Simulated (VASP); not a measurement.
A cell of Sc (hcp) near equilibrium:

```
CELL_PARAMETERS angstrom
      1.63834    -2.83768     0.00000
      1.63834     2.83768     0.00000
      0.00000     0.00000     5.08266
ATOMIC_POSITIONS crystal
  Sc 0.33333 0.66667 0.25000
  Sc 0.66667 0.33333 0.75000
```

All values below come from PBEsol GGA, VASP's PBE PAW potentials (set 64) (plane waves; VASP 6.6.1).

| run | ΔE (meV/atom) | σxx | σyy | σzz | largest shear component, with its sign (GPa) | largest force (eV/Å) |
|---|---|---|---|---|---|---|
| as it is | 0.0 | -0.07 | -0.07 | 0.02 | 0.00 | 0.000 |
| after one change | 6.7 | -0.04 | -0.04 | 0.24 | 0.00 | 0.351 |
Stress is in GPa, positive when the cell is compressed.

Task: Name the change that produced these shifts.
A. atom 1 (Sc) moved by -0.075 Å along z
B. atom 2 (Sc) moved by 0.100 Å along y
C. atom 2 (Sc) moved by 0.100 Å along x
D. isotropic strain of +0.5 %

Result: A, atom 1 (Sc) moved by -0.075 Å along z

The compound is Sc in the hcp structure.
